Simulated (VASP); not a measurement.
Output of a VASP run:

**OSZICAR**
```
       N       E                     dE             d eps       ncg     rms          rms(c)
DAV:   1     0.638165980520E+02    0.63817E+02   -0.84676E+03  1992   0.130E+03
DAV:   2    -0.446483202375E+01   -0.68281E+02   -0.67325E+02  2087   0.393E+02
DAV:   3    -0.881573087800E+01   -0.43509E+01   -0.40653E+01  3252   0.615E+01
DAV:   4    -0.894236780411E+01   -0.12664E+00   -0.12050E+00  3122   0.872E+00
DAV:   5    -0.894432200767E+01   -0.19542E-02   -0.19536E-02  2859   0.101E+00    0.233E+01
DAV:   6    -0.893475043487E+01    0.95716E-02   -0.35647E-02  3130   0.223E+00    0.138E+01
DAV:   7    -0.894519360799E+01   -0.10443E-01   -0.63470E-02  3002   0.291E+00    0.374E-01
DAV:   8    -0.894492733120E+01    0.26628E-03   -0.37343E-03  2596   0.549E-01    0.867E-02
DAV:   9    -0.894494733410E+01   -0.20003E-04   -0.27052E-04  3220   0.174E-01    0.318E-02
DAV:  10    -0.894493988722E+01    0.74469E-05   -0.32282E-05  2899   0.516E-02    0.412E-02
DAV:  11    -0.894494058255E+01   -0.69533E-06   -0.34265E-06  2578   0.179E-02    0.265E-03
DAV:  12    -0.894494085451E+01   -0.27197E-06   -0.29771E-07  1868   0.602E-03    0.933E-04
DAV:  13    -0.894494083701E+01    0.17501E-07   -0.43102E-08  1478   0.352E-03
   1 F= -.89449408E+01 E0= -.89444331E+01  d E =-.894494E+01
```

OUTCAR:
```
------------------------ aborting loop because EDIFF is reached ----------------------------------------
  FORCE on cell =-STRESS in cart. coord.  units (eV):
  Direction    XX          YY          ZZ          XY          YZ          ZX
  --------------------------------------------------------------------------------------
  Total       -0.4358419     -0.4358419     -0.4172745      0.0000000      0.0000000      0.0000000
  in kB      -11.1907958    -11.1907963    -10.7140540      0.0000000      0.0000000      0.0000000
  external PRESSURE =     -11.0318820 kB  Pullay stress =       0.0000000 kB
  volume of cell :       62.40
      direct lattice vectors                 reciprocal lattice vectors
     1.797135174 -3.112729503  0.000000000     0.278220585 -0.160630726  0.000000000
     1.797135174  3.112729503  0.000000000     0.278220585  0.160630726  0.000000000
     0.000000000  0.000000000  5.577331216     0.000000000  0.000000000  0.179297223
 POSITION                                       TOTAL-FORCE (eV/Angst)
 -----------------------------------------------------------------------------------
      1.79714      1.03758      1.39433         0.000000      0.000000      0.000000
      1.79714     -1.03758      4.18300        -0.000000     -0.000000      0.000000
 -----------------------------------------------------------------------------------
    total drift:                                0.000001      0.000073     -0.000012
  FREE ENERGIE OF THE ION-ELECTRON SYSTEM (eV)
  ---------------------------------------------------
  free  energy   TOTEN  =        -8.9449408370 eV

  energy  without entropy=       -8.9434176483  energy(sigma->0) =       -8.94443311

 reached required accuracy - stopping structural energy minimisation
```
(Selected blocks of OUTCAR.)

**POSCAR**
```
Tm
1
    1.7971351743    -3.1127295025     0.0000000000
    1.7971351743     3.1127295025     0.0000000000
    0.0000000000     0.0000000000     5.5773312163
Tm
2
Direct
  0.3333330000   0.6666670000   0.2500000000
  0.6666670000   0.3333330000   0.7500000000
```

Q: Write an INCAR and KPOINTS that could have produced this output.

A: This is not unique; one that fits is the input of the run itself, PBE GGA, plane waves, VASP's PBE PAW potentials (set 64).

KPOINTS:
```
Automatic mesh
0
gamma
  12 12 7
```

INCAR:
```
ALGO  =  Normal
EDIFF  =  1E-7
EDIFFG  =  -0.01
ENCUT  =  520
GGA  =  PE
IBRION  =  2
ISIF  =  4
ISMEAR  =  1
LASPH  =  .True.
LCHARG  =  .False.
LMAXMIX  =  6
LREAL  =  .False.
LWAVE  =  .False.
NELM  =  100
NSW  =  30
PREC  =  Accurate
SIGMA  =  0.1
SYSTEM  =  Tm
```

POTCAR, in this order: Tm_3 (PBE.64 set). Program: vasp_std.

The 4f electrons are frozen in the core of the lanthanide potential, so 4f levels, which can set the real gap, and their magnetism are missing.

The compound is Tm in the hcp structure. This cell is one point of a volume scan, at 1.03 of the reference volume.
